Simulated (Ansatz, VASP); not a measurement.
# Cross-check of Ge (Germanium) between VASP and Ansatz

Aim: how closely do two programs agree when they are given the same cell, functional and k mesh? The cell is taken from a series of runs on this material, whose earlier steps may have relaxed, scaled, displaced or heated it; both programs get it as it stands.

Program: Ansatz 0.2.0. Level of theory: plane waves, with VASP 6.6.1 beside it; zone-centre phonons at LDA. Results are calculated unless marked as measured.

**1. The starting structure**

The structure is cubic, space group Fd-3m (No. 227). Conventional cell: a = 5.621 Å, b = 5.621 Å, c = 5.621 Å, α = 90.00°, β = 90.00°, γ = 90.00°. Nearest to Ge lie 4 Ge at 2.43 Å.

**2. Ansatz: zone-centre phonons, LDA**

Ansatz runs on its PAW soft_1 files.

Second derivatives magnify differences that forces hide, and they need a tight electronic threshold.

The input, input.yaml:

```yaml
crystal:
  lattice:
    - [0.0, 2.8107113432, 2.8107113432]
    - [2.8107113432, 0.0, 2.8107113432]
    - [2.8107113432, 2.8107113432, 0.0]
  atoms:
    - { symbol: Ge, position: [0.5, 0.5, 0.5] }
    - { symbol: Ge, position: [0.75, 0.75, 0.75] }
total_charge: 0.04441
kpoints:
  mp_grid: { grid: [24, 24, 24] }
hamiltonian:
  xc: lda
  pseudopotentials: { kind: paw, azcp: { folder: soft_1 }, xc_functional: pbe }
scf:
  occupations: { method: fermi_dirac, width: 0.03 }
output:
  eigenvalues: true
phonons:
  method: dfpt
```

On the command line:

```
$ ansatz run input.yaml --threads 4 --pin off --max-ram 16384MiB --backend cpu --events-out ev --progress --plain --runs-dir out
```

Numbers of over 12 decimals in the logs are rounded to 6 here.

The log of the run:

```text
zone centre: on kpoints.mp_grid the ground state, and the responses unless they are solved on pairs of k-points, stand on 1063 of the mesh's 13824 k-points, reduced under 8 symmetry operations, with k and −k counted as one. Each operation leaves every solved displacement unchanged or reverses it
Engine: ansatz 0.2.0, aarch64-unknown-linux-gnu
Pseudopotentials: kind: paw
Pseudopotential: Ge, paw, valence charge 14, recommended cutoff 420 eV (normal), soft_1/Ge.paw.azcp
Functional definition: SPW92
  exchange = slater_x
  correlation = pw_c
Crystal: 2 atoms, lattice volume = 44.410 Å³
Basis set: ecut = 420 eV, 893 PW (Γ), exchange–correlation on 64×64×64 points (8 copies of the dense FFT grid, shifted against one another)
Bands: 18, of which v1, the nominal top of the filled ones, is band 14 counted from 1 (13 counted from 0)
Symmetry: 48 space group operations
k-points: 1063 of 13824 (irreducible under 8 space group operations, time reversal used)
Non-local potential: Ge, projectors of the file, l = 0: 2, l = 1: 2, l = 2: 3, l = 3: 1
PAW form: soft (Blöchl's): semilocal exchange-correlation on the pseudo side does not see the compensation charge
PAW frozen core: Ge, regenerated for the run's functional, and the local potential with it (the file was generated under x = pbe(κ = 0.804, μ = 0.219515), c = pbe(β = 0.066725))
PAW one-centre angular grid: Ge, 590 points (default); XC on 64 Gauss nodes
Initial density: superposition of atomic densities (chi_scale 0.1, normalization cell)
Initial wavefunctions: pseudopotential atomic-orbital guess
Functional: x = slater, c = lda
SCF iter   1: F=—  HF=-8431.981836 eV  |F-HF|=—  |Δ(HF+E_count)|=         —  Δρ=3.64e-2  dr2=5.38e-1  ethr=3.10e-3  ⟨swp⟩=6.0  Hψ=89606  notcnv=0
preconditioner: auto → Kerker (q_TF=auto, 2.526 Å⁻¹)  [metal: Δε(μ)=0.017 eV  Ē_g=23.714 eV  σ=0.030 eV  W_gap=0.14  n_scr=14 (ndim 8)  ℏωp=29.5 eV  f_vac=0.000  D(μ)=0.18/eV (n_scr^D=0)]
SCF iter   2: F=—  HF=-8431.909791 eV  |F-HF|=—  |Δ(HF+E_count)|=   7.20e-2  Δρ=2.37e-2  dr2=2.73e-1  ethr=1.93e-3  ⟨swp⟩=1.0  Hψ=27681  notcnv=0
SCF iter   3: F=—  HF=-8431.820546 eV  |F-HF|=—  |Δ(HF+E_count)|=   8.92e-2  Δρ=4.38e-3  dr2=1.17e-2  ethr=9.75e-4  ⟨swp⟩=2.2  Hψ=27464  notcnv=0
SCF iter   4: F=—  HF=-8431.820844 eV  |F-HF|=—  |Δ(HF+E_count)|=   2.98e-4  Δρ=9.72e-4  dr2=5.98e-4  ethr=4.19e-5  ⟨swp⟩=2.1  Hψ=27715  notcnv=0
SCF iter   5: F=—  HF=-8431.820941 eV  |F-HF|=—  |Δ(HF+E_count)|=   9.73e-5  Δρ=2.23e-4  dr2=1.13e-5  ethr=2.14e-6  ⟨swp⟩=2.0  Hψ=33461  notcnv=0
SCF iter   6: F=—  HF=-8431.820942 eV  |F-HF|=—  |Δ(HF+E_count)|=   1.01e-6  Δρ=1.18e-4  dr2=4.56e-6  ethr=4.05e-8  ⟨swp⟩=2.0  Hψ=33986  notcnv=0
SCF iter   7: F=—  HF=-8431.820938 eV  |F-HF|=—  |Δ(HF+E_count)|=   4.40e-6  Δρ=5.19e-5  dr2=9.26e-7  ethr=1.63e-8  ⟨swp⟩=2.0  Hψ=33125  notcnv=0
SCF iter   8: F=—  HF=-8431.820937 eV  |F-HF|=—  |Δ(HF+E_count)|=   7.90e-7  Δρ=1.21e-5  dr2=4.81e-8  ethr=3.31e-9  ⟨swp⟩=2.0  Hψ=33984  notcnv=0
SCF iter   9: F=—  HF=-8431.820937 eV  |F-HF|=—  |Δ(HF+E_count)|=   2.85e-8  Δρ=1.78e-6  dr2=1.07e-9  ethr=1.72e-10  ⟨swp⟩=2.0  Hψ=33984  notcnv=0
SCF iter  10: F=-8431.820937 eV  HF=-8431.820937 eV  |F-HF|=1.82e-12  |Δ(HF+E_count)|=  5.46e-11  Δρ=1.13e-7  dr2=4.62e-12  ethr=1.00e-12  ⟨swp⟩=4.3  Hψ=102315  notcnv=0
SCF 1 converged in 10 iterations: F = -8431.820937 eV  dr2 = 4.62e-12
  greatest PAW one-centre occupation: 0.998 electrons in one spin orbital (limit 2), on the Ge atom at site 1 (counted from 0), in its partial waves of l = 2
DFPT response loops at Γ: preconditioner auto → Kerker (q_TF=auto, 2.526 Å⁻¹) (partly filled bands, converged f_vac=0.058); β = 1.00, the filter's whole step (`scf.mixing.beta` (0.50) is not read by the response loops under this deck's `scf.mixing.preconditioner`; to damp them name `kerker` or `kerker_dos`, under which they read `scf.mixing.beta`, and type it under 1.00, their step now; both keys bind the ground state too); Broyden in place of MSR1
SCF converged after 10 iterations
Free energy (F): -8431.820937 eV
Harris-Foulkes:  -8431.820937 eV  (|F-HF|=1.82e-12)
Internal energy: -8431.820415 eV  (E = F + TS)
E sigma→0 (E₀):  -8431.820676 eV
Entropy (-TS):   -0.000522 eV (-0.261 meV/atom)
Fermi energy:    8.081521 eV
--- Per-component energies (eV) ---
  E_band       = -305.894377
  E_kinetic    = 186.530689
  E_local      = -4482.970799  (includes V_loc(G=0)·N_el)
  E_nonlocal   = 441.891258
  E_hartree    = 2135.169379
  E_xc         = -142.734767
  E_vxc        = -131.132518  (∫ρ·V_xc dr)
  E_paw        = -3868.989622  (= ΣΔE_a)
  E_vpaw       = -590.551893  (= ΣTr[D̂ρ^β])
  E_aug_tail   = 0.000030  (compensation charges beyond the density's cutoff)
  E_ewald      = -2704.533236
  E_core_change = 3.816653  (= ΣΔE_core)
  E_smearing   = -0.000522  (= −TS)
  E_closure    = 0.000000  (closes the sum)
  E_deformation_potential = 0.639545  (in the stress; not in F)
  Σ components = -8431.820937   (vs F -8431.820937, Δ=0.00e0)
--- Band table (eV; the first three rows and the last of 1063) ---
  k-point 0: bands = [... 10 lower, -4.4791, 8.4648, 8.4784, 8.4784, 8.4784, 11.0273, 11.0273, 11.0273]
  k-point 1: bands = [... 10 lower, -4.4575, 7.7191, 8.4321, 8.4321, 9.0798, 11.0886, 11.0886, 11.1110]
  k-point 2: bands = [... 10 lower, -4.3929, 6.9068, 8.3076, 8.3076, 9.4208, 11.2544, 11.2544, 11.4183]
  k-point 1062: bands = [... 10 lower, -0.4304, -0.4304, 4.4840, 4.4840, 12.8069, 12.8069, 13.1624, 13.1624]
--- Phonons (Γ-DFPT): 1 representative perturbation + reference, on 1063 of 13824 k-points (Σ response iterations 3) ---
  k mesh reduced under 8 symmetry operations, with k and −k counted as one. Each operation leaves every solved displacement unchanged or reverses it
  ASR residual: 2.952e-5 → 0.000e0 eV/Å²; symmetrization residual: 1.961e-12 eV/Å²
  ASR residual per site (eV/Å²): 2.95e-5 2.95e-5
  Γ frequencies (cm⁻¹): 0.00 0.00 0.00 274.16 274.16 274.16
  non-analytic LO–TO correction: not included (Born effective charges unavailable; polar crystals: no LO–TO splitting at Γ)
```

In the SCF lines HF is the Harris–Foulkes energy and dr2 the Hartree energy of the density residual, in eV; the loop may stop once dr2 is under the threshold and the program's other checks hold. Hψ counts applications of the Hamiltonian.

**3. VASP: zone-centre phonons, LDA**

The same cell, functional (in two slightly different forms), mesh and smearing now go to VASP, with its own data sets.

Lines of VASP's logs that name or quote its potential files are left out, and so is its time.

The input, INCAR:

```
SYSTEM = Ge
PREC = Accurate
ENCUT = 500
EDIFF = 1E-08
NELM = 120
ISMEAR = -1
SIGMA = 0.03
LREAL = .FALSE.
ALGO = Normal
GGA = CA
NELECT = 27.95559
NBANDS = 19
LORBIT = 11
LWAVE = .FALSE.
LCHARG = .FALSE.
ISIF = 2
IBRION = 8
LASPH = .TRUE.
GGA_COMPAT = .FALSE.
KPAR = 2
```

The input, POSCAR:

```
Ge
1.0
    0.0000000000      2.8107113432      2.8107113432
    2.8107113432      0.0000000000      2.8107113432
    2.8107113432      2.8107113432      0.0000000000
Ge
2
Direct
    0.5000000000      0.5000000000      0.5000000000
    0.7500000000      0.7500000000      0.7500000000
```

The input, KPOINTS:

```
Automatic mesh
0
Gamma
24 24 24
0 0 0
```

Potentials, in the order of the species: Ge_d (LDA family, release 64).

On the command line:

```
$ mpirun -np 2 vasp_std
```

The log of the run:

```text
[banner, memory and clock lines left out]
running    2 mpi-ranks, on    1 nodes
 distrk:  each k-point on    1 cores,    2 groups
 distr:  one band on    1 cores,    1 groups

 POSCAR found type information on POSCAR Ge
 POSCAR found :  1 types and       2 ions
 LDA part: xc-table for (Slater(with rela. corr.)+CA(PZ))
 , standard interpolation
 POSCAR, INCAR and KPOINTS ok, starting setup
 FFT: planning ... GRIDC
 FFT: planning ... GRID_SOFT
 FFT: planning ... GRID
 WAVECAR not read
 entering main loop
       N       E                     dE             d eps       ncg     rms          rms(c)
DAV:   1     0.172270137175E+03    0.17227E+03   -0.14486E+04 16423   0.373E+03
DAV:   2     0.121748851082E+02   -0.16010E+03   -0.15646E+03 15717   0.548E+02
DAV:   3    -0.100784187503E+02   -0.22253E+02   -0.22102E+02 17333   0.145E+02
DAV:   4    -0.107532266533E+02   -0.67481E+00   -0.67397E+00 17747   0.294E+01
DAV:   5    -0.107643326422E+02   -0.11106E-01   -0.11105E-01 17554   0.402E+00BRMIX: very serious problems
 the old and the new charge density differ
 old charge density:    28.00000 new   27.95559
BRMIX: very serious problems
 the old and the new charge density differ
 old charge density:    28.00000 new   27.95559
    0.332E+00
DAV:   6    -0.106563244500E+02    0.10801E+00   -0.35906E-02 17407   0.192E+00    0.190E+00
DAV:   7    -0.105986944805E+02    0.57630E-01   -0.81005E-02 16226   0.216E+00    0.138E-01
DAV:   8    -0.105992916720E+02   -0.59719E-03   -0.52100E-03 17443   0.835E-01    0.638E-02
DAV:   9    -0.105993681131E+02   -0.76441E-04   -0.83402E-05 17055   0.780E-02    0.107E-02
DAV:  10    -0.105993647827E+02    0.33304E-05   -0.66392E-06 21127   0.443E-02    0.488E-03
DAV:  11    -0.105993649679E+02   -0.18525E-06   -0.69054E-07 18455   0.120E-02    0.114E-03
DAV:  12    -0.105993649180E+02    0.49966E-07   -0.24917E-07 20788   0.525E-03    0.335E-04
DAV:  13    -0.105993649154E+02    0.25420E-08   -0.79873E-09 11441   0.945E-04
   1 F= -.10599365E+02 E0= -.10599105E+02  d E =-.520568E-03
 Linear response reoptimize wavefunctions to high precision
DAV:   1    -0.105993649155E+02   -0.10914E-09   -0.93052E-10 12398   0.346E-04
DAV:   2    -0.105993649155E+02    0.90949E-12   -0.93319E-11  8870   0.119E-04
 Linear response DOF=           1
 Linear response progress:
  Degree of freedom:   1/  1
       N       E                     dE             d eps       ncg     rms          rms(c)
RMM:   1    -0.188089415517E+00   -0.18809E+00    0.84567E+00 91662   0.469E+01
RMM:   2    -0.195651227574E+00   -0.75618E-02   -0.14135E-02119105   0.118E+00    0.782E-02
RMM:   3    -0.195755774957E+00   -0.10455E-03   -0.99322E-04126842   0.342E-01    0.449E-02
RMM:   4    -0.195750868925E+00    0.49060E-05   -0.62166E-05134016   0.868E-02    0.416E-03
RMM:   5    -0.195753780384E+00   -0.29115E-05   -0.37267E-06129490   0.209E-02    0.225E-03
RMM:   6    -0.195759226154E+00   -0.54458E-05   -0.20159E-07131710   0.552E-03    0.400E-04
RMM:   7    -0.195759232976E+00   -0.68219E-08   -0.61881E-08135193   0.168E-03    0.146E-04
 first order change of Fermi-energy   0.48697E-04
 force on displaced ion       1 direction 1 : -10.185   0.000   0.000
 Linear response finished
```

Parts of OUTCAR (step 3):

```text
NELECT = 27.95559

 ion  position               nearest neighbor table
   1  0.500  0.500  0.500-   2 2.43   2 2.43   2 2.43   2 2.43
   2  0.750  0.750  0.750-   1 2.43   1 2.43   1 2.43   1 2.43

  LATTYP: Found a face centered cubic cell.
 ALAT       =     5.6214226864

 Subroutine GETGRP returns: Found 48 space group operations
 (whereof 24 operations were pure point group operations)

The static configuration has the point symmetry T_d .
 The point group associated with its full space group is O_h .

 Found    413 irreducible k-points:

   k-points           NKPTS =    413   k-points in BZ     NKDIM =    413   number of bands    NBANDS=     19

   dimension x,y,z NGX =    30 NGY =   30 NGZ =   30
   dimension x,y,z NGXF=    60 NGYF=   60 NGZF=   60

   ENCUT  =  500.0 eV  36.75 Ry    6.06 a.u.   7.25  7.25  7.25*2*pi/ulx,y,z

 k-points in reciprocal lattice and weights: Automatic mesh
   0.00000000  0.00000000  0.00000000       0.000
   0.04166667  0.00000000  0.00000000       0.001
   0.08333333  0.00000000  0.00000000       0.001
   0.12500000  0.00000000  0.00000000       0.001
   0.16666667  0.00000000  0.00000000       0.001
   0.20833333  0.00000000  0.00000000       0.001
   0.25000000  0.00000000  0.00000000       0.001
   0.29166667  0.00000000  0.00000000       0.001
   0.33333333  0.00000000  0.00000000       0.001
[...]
-0.29166667  0.50000000  0.20833333       0.001
  -0.25000000  0.50000000  0.25000000       0.000

 average (electrostatic) potential at core
       1 -75.2642       2 -75.2642

  Total       -0.4076331     -0.4076331     -0.4076331      0.0000000      0.0000000     -0.0000000
  in kB      -14.7062279    -14.7062279    -14.7062279      0.0000000      0.0000000     -0.0000000
  external PRESSURE =     -14.7062279 kB  Pullay stress =       0.0000000 kB

  energy-cutoff  :      500.00
  volume of cell :       44.41
      direct lattice vectors                 reciprocal lattice vectors
     0.000000000  2.810711343  2.810711343    -0.177890911  0.177890911  0.177890911
     2.810711343  0.000000000  2.810711343     0.177890911 -0.177890911  0.177890911
     2.810711343  2.810711343  0.000000000     0.177890911  0.177890911 -0.177890911

 POSITION                                       TOTAL-FORCE (eV/Angst)
 -----------------------------------------------------------------------------------
      2.81071      2.81071      2.81071         0.000000     -0.000000      0.000000
      4.21607      4.21607      4.21607        -0.000000      0.000000     -0.000000
 -----------------------------------------------------------------------------------
    total drift:                                0.000000     -0.000000     -0.000000

 Eigenvectors and eigenvalues of the dynamical matrix
 ----------------------------------------------------

   1 f  =    8.280289 THz    52.026589 2PiTHz  276.200702 cm-1    34.244507 meV
             X         Y         Z           dx          dy          dz
      2.810711  2.810711  2.810711     0.000000   -0.707107    0.000000
      4.216067  4.216067  4.216067     0.000000    0.707107    0.000000

   2 f  =    8.280289 THz    52.026589 2PiTHz  276.200702 cm-1    34.244507 meV
             X         Y         Z           dx          dy          dz
      2.810711  2.810711  2.810711    -0.707107    0.000000    0.000000
      4.216067  4.216067  4.216067     0.707107    0.000000    0.000000

   3 f  =    8.280289 THz    52.026589 2PiTHz  276.200702 cm-1    34.244507 meV
             X         Y         Z           dx          dy          dz
      2.810711  2.810711  2.810711     0.000000    0.000000   -0.707107
      4.216067  4.216067  4.216067     0.000000    0.000000    0.707107

   4 f  =    0.000000 THz     0.000000 2PiTHz    0.000000 cm-1     0.000000 meV
             X         Y         Z           dx          dy          dz
      2.810711  2.810711  2.810711     0.707107    0.000000    0.000000
      4.216067  4.216067  4.216067     0.707107    0.000000    0.000000

   5 f  =    0.000000 THz     0.000000 2PiTHz    0.000000 cm-1     0.000000 meV
             X         Y         Z           dx          dy          dz
      2.810711  2.810711  2.810711     0.000000    0.707107    0.000000
      4.216067  4.216067  4.216067     0.000000    0.707107    0.000000

   6 f  =    0.000000 THz     0.000000 2PiTHz    0.000000 cm-1     0.000000 meV
             X         Y         Z           dx          dy          dz
      2.810711  2.810711  2.810711     0.000000    0.000000    0.707107
      4.216067  4.216067  4.216067     0.000000    0.000000    0.707107

 ELASTIC MODULI CONTR FROM IONIC RELAXATION (kBar)
 Direction    XX          YY          ZZ          XY          YZ          ZX
 --------------------------------------------------------------------------------
 XX          -0.0000     -0.0000     -0.0000     -0.0000     -0.0000     -0.0000
 YY          -0.0000     -0.0000     -0.0000     -0.0000     -0.0000      0.0000
 ZZ          -0.0000     -0.0000     -0.0000     -0.0000     -0.0000     -0.0000
 XY          -0.0000     -0.0000     -0.0000   -265.0004     -0.0000      0.0000
 YZ          -0.0000     -0.0000     -0.0000     -0.0000   -265.0004     -0.0000
 ZX          -0.0000      0.0000     -0.0000      0.0000     -0.0000   -265.0004
 --------------------------------------------------------------------------------
```

The cell is charged against a uniform background.

**4. Side by side**

Known differences besides the potentials themselves: the two LDA forms differ slightly; the cutoff is 420 eV in Ansatz and 500 eV in VASP; VASP's log shows a relativistic correction to its local exchange, Ansatz's none. Total energies have different zeros and are not compared.

Compared:

```csv
quantity,Ansatz,VASP,difference
optical mode 1 to 3 (cm⁻¹),274.2,276.2,-0.74 %
```

Modes are paired by rising frequency, not by their patterns, so a pair may set unlike modes beside each other; they are those without the splitting of longitudinal modes. The cell carries a charge of +0.04441 e against a uniform background, so its pressure also hangs on how the neutralising background is counted, and in a defect's cell a gap may be the spacing between its levels.

**5. Results**

| Property | Result |
| --- | --- |
| r.m.s. difference of the optical zone-centre modes, each program's sorted by frequency (zone-centre phonons, LDA) | 2.0 cm⁻¹ |
| difference in optical mode 1 to 3 (zone-centre phonons, LDA) | -0.7 % |

The r.m.s. difference of the optical zone-centre modes, each program's sorted by frequency is 2.0 cm⁻¹ (zone-centre phonons, LDA). Among the rows given in per cent, the largest difference of the zone-centre phonons, LDA pair is in optical mode 1 to 3, -0.7 %. How closely two codes agree says nothing of how well the functional describes the real material.

[Lines on the potential files, build, host, timing and source positions are cut from VASP's logs without a mark.]

[Logs are printed without paths, hosts, clocks, repeated set-up lines and the standing remarks that a program may print on its own settings, such as how far it seeks lower states.]

[Hosts, paths, dates, database ids (printed as entryN), source tags and the programs' standing remarks are cut or masked in the printed files.]
